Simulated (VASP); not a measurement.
```
Rh
1.0
    0.00000     1.88577     1.88577
    1.88577     0.00000     1.88577
    1.88577     1.88577     0.00000
Rh
1
Direct
  0.00000   0.00000   0.00000
```

The numbers are results of AM05 GGA, VASP's PBE PAW potentials (set 64) (plane waves; VASP), not measurements. Numerical set-up: 520 eV cut-off, 19×19×19 Γ-centred mesh, tetrahedra with Blöchl corrections, potentials Rh_pv.

Problem. Estimate the energy per atom (σ→0), band gap (on the k-mesh) with the smallest direct gap where there is one.

Solution. 
```json
{
  "band gap (on the k-mesh)": "none (metal, semimetal or under 0.01 eV)",
  "energy per atom (σ→0)": "-7.853 eV/atom"
}
```

Total energies compare only between runs with the same potentials, cut-off and functional.

The compound is Rh in the fcc structure. It was relaxed first.
